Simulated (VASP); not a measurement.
# Pressure and energy of fcc Rh against volume, from −6.4 to 5.5 %, with PBEsol

The usual rule of thumb for a slightly strained metal is that pressure grows in proportion to the volume change and energy as its square, with one bulk modulus for compression and expansion. We test it on fcc Rh. The answer matters wherever Rh sits under stress, as in films, electrodes and coatings, and wherever an elastic constant is carried into a device model. Seven evenly scaled cells were calculated with PBEsol for a static lattice. Volume change is counted from the minimum of the Birch-Murnaghan fit, 13.50 Å³ per atom. Pressure is positive in compression, and energy is counted from the lowest calculated point, the cell at 13.44 Å³.

## How the numbers were made

A cell from a diffraction database, relaxed at this level and then scaled evenly, fractional positions kept. VASP 6.6.1, plane waves with PAW, PBEsol, cutoff 400 eV, k mesh 10×10×10, no spin polarisation, no spin-orbit coupling, static lattice. A Birch-Murnaghan fit to the energies has its minimum at 13.50 Å³ per atom.

Notes on method and selection:

- The pressure is that of a finite plane-wave basis, so it need not vanish exactly at the minimum of the energy.
- Only series whose fit has its minimum inside the range and an error under 0.5 meV per atom are shown.
- Where rows or columns differ in functional or spin-orbit coupling, non-spherical gradient terms in the PAW spheres (LASPH) may be on in some and off in others.
- Runs that did not converge, have known faults or may not be shown are not listed, and runs on Ansatz's PAW sets soft_1 and soft_2 are kept to separate tables.

Columns:

- volume change (%): volume relative to the fitted equilibrium volume.
- pressure (GPa): pressure from the stress tensor (positive: compressed).
- energy (meV/atom): energy per atom above the lowest point of the series.

Input lines of one member:

```
PREC = Accurate
ENCUT = 400
EDIFF = 1E-06
NELM = 100
ISMEAR = 1
SIGMA = 0.2
LREAL = .FALSE.
ALGO = Normal
GGA = PS
NBANDS = 13
LORBIT = 11
KPAR = 2
ISIF = 2
```

Command (options for logging and memory left out): `mpirun -np 2 vasp_std`

## Results

| member | volume change (%) | pressure (GPa) | energy (meV/atom) |
| --- | --- | --- | --- |
| 12.63 Å³ | −6.43 | 21.82 | 58.9 |
| 12.90 Å³ | −4.43 | 13.64 | 26.9 |
| 13.17 Å³ | −2.44 | 6.40 | 7.7 |
| 13.44 Å³ | −0.45 | 0.00 | 0.0 |
| 13.71 Å³ | 1.54 | −5.69 | 2.8 |
| 13.98 Å³ | 3.53 | −10.69 | 14.4 |
| 14.25 Å³ | 5.52 | −15.13 | 34.1 |

Least-squares fits to the whole series, with x = volume change (%); R² and errors in the fitted variable (y, or ln y where the fit is in ln y):

| y | members | fit | R² | rms residual | leave-one-out rms | the same for the mean of the others |
| --- | --- | --- | --- | --- | --- | --- |
| pressure (GPa) | 7 | y = −1.375 − 2.993 x + 0.09353 x² | 1.00 | 0.075 | 0.20 | 14 |
| energy (meV/atom) | 7 | y = −0.5171 − 0.6920 x + 1.301 x² | 1.00 | 1.1 | 3.0 | 23 |

## Why the values move as they do

Pressure falls at every step from the smallest cell to the largest, but by less each time. Between the two most compressed cells the slope is (13.64 − 21.82) / 2.00 = −4.09 GPa per % of volume. Between the two most expanded it is (−15.13 + 10.69) / 1.99 = −2.23 GPa per %. The proportional rule therefore gives the right sign and size, but its constant changes by a factor of 4.09 / 2.23 = 1.83 across the series.

The bulk modulus is $B = -V\,dP/dV$. At the fitted equilibrium the slope of the pressure fit gives 2.993 × 100 = 299 GPa, which marks Rh as a very stiff metal. At the midpoints of the two outermost intervals, the slope has to be multiplied by the relative volume $V/V_0$ there. This is 1 + (−6.43 − 4.43) / 200 = 0.946 in compression and 1 + (3.53 + 5.52) / 200 = 1.045 in expansion, which gives 4.09 × 100 × 0.946 = 387 GPa in compression and 2.23 × 100 × 1.045 = 233 GPa in expansion. The mean pressures of these intervals are (21.82 + 13.64) / 2 = 17.73 GPa and (−10.69 − 15.13) / 2 = −12.91 GPa, so $B$ rises by (387 − 233) / (17.73 + 12.91) = 5.0 GPa per GPa of pressure, an ordinary value for a metal.

The energy shows the same asymmetry. With constant $B$ it would follow $E = BV_0x^2/(2 \times 10^4 \times 0.16)$ in meV per atom, with $x$ in %, $B$ in GPa, $V_0$ in Å³ and 0.16 GPa per meV/Å³ as the unit factor. The divisor is 20000 × 0.16 = 3200, so the factor before $x^2$ is 299 × 13.50 / 3200 = 1.26 meV per %². It predicts 1.26 × 6.43² = 52 meV for the smallest cell, where the table has 58.9, and 1.26 × 5.52² = 38 meV for the largest, where the table has 34.1.

The standard picture of a transition metal accounts for the sign. Bonding through the partly filled d band pulls the atoms together, while the kinetic energy of the squeezed s and p electrons and the overlap of the ion cores push them apart. The repulsion varies more steeply with distance than the bonding does, so the metal stiffens when compressed and softens when stretched.

## Exceptions

No cell breaks the smooth course of either column. The quadratic fits miss in a regular pattern: for energy, the smallest cell lies 1.2 meV per atom above the fit, the next two lie below it, those at 13.71 and 13.98 Å³ lie above it, and the largest lies below it. That is the mark of a missing cubic term, not of a faulty run.

The real discrepancy is between the columns. The pressure is zero at 13.44 Å³, the relaxed cell, while the energy fit has its minimum at 13.50 Å³. Energy differences give a second pressure, $P = -\Delta E/\Delta V$. Neighbouring cells are 12.90 − 12.63 = 0.27 Å³ apart, so for the first interval this is 0.16 × (58.9 − 26.9) / 0.27 = 19.0 GPa, against a mean stress-tensor pressure of 17.73 GPa. In all six intervals the stress tensor reads lower, by 1.2 to 1.4 GPa.

A nearly constant offset of this sign is what a finite plane-wave basis would produce (Pulay stress). The stress is evaluated for a fixed set of plane waves, whereas at fixed cutoff a larger cell receives more of them. Compared with a fixed set, this lowers the energy of the larger cell slightly and moves the energy minimum outwards. All seven cells share one cutoff, so the series does not prove this cause or show that it accounts for the whole offset. The test would be a higher cutoff, which should shrink a Pulay offset.

## Applications

**Which volume corresponds to a pressure of 10 GPa?**
The stress tensor reads about 1.3 GPa too low against the energies, so the tabulated pressure to look for is 10 − 1.3 = 8.7 GPa. It lies between the cells at 12.90 Å³ (13.64 GPa) and 13.17 Å³ (6.40 GPa), which differ by 13.64 − 6.40 = 7.24 GPa. Linear interpolation gives 12.90 + 0.27 × (13.64 − 8.7) / 7.24 = 13.08 Å³ per atom. Without the correction the result would be 12.90 + 0.27 × (13.64 − 10) / 7.24 = 13.04 Å³.

**How far can a single bulk modulus be trusted?**
We keep only the constant and linear terms of the pressure fit. At −2.44 % they give −1.375 + 2.993 × 2.44 = 5.93 GPa against 6.40, a miss of 6.40 − 5.93 = 0.47 GPa. At −6.43 % they give −1.375 + 2.993 × 6.43 = 17.87 GPa against 21.82, which is 18 % too low. At 5.52 % they give −1.375 − 2.993 × 5.52 = −17.90 GPa against −15.13, which overstates the tension by 18 %. One constant serves for changes of about 2 %; at the ends of the series the curvature has to be included.

**Is relaxing the cell to zero stress enough to obtain the lattice constant?**
The two equilibrium volumes differ by 13.50 − 13.44 = 0.06 Å³, or 0.06 / 13.50 = 0.4 %. A length changes by a third of that, about 0.15 %. This is acceptable for a starting structure. For misfit strains of a few tenths of a per cent it is a sizeable share, and the energy fit at fixed cutoff is the better choice.

## Rules of thumb and their limits

Between −6.43 and 5.52 % in volume, Rh stiffens steadily under compression, and a quadratic in the volume change reproduces the pressure with a leave-one-out error of 0.20 GPa, against 14 GPa for the mean of the others. Slopes of the pressure column are hardly touched by the offset; absolute pressures should be raised by about 1.3 GPa to agree with the energies.

The lattice is static. Zero-point motion and heat add a positive pressure, so they would enlarge the equilibrium volume and lower the bulk modulus there. Leaving out spin polarisation should matter little, since bulk Rh is not magnetic. The functional matters more: PBE would generally give a larger cell and a softer metal than PBEsol. Measured values are not compared here. The series covers uniform scaling only, so a film clamped in its plane needs the separate elastic constants as well.

[Logs are printed without paths, hosts, clocks, repeated set-up lines and the standing remarks that a program may print on its own settings, such as how far it seeks lower states.]
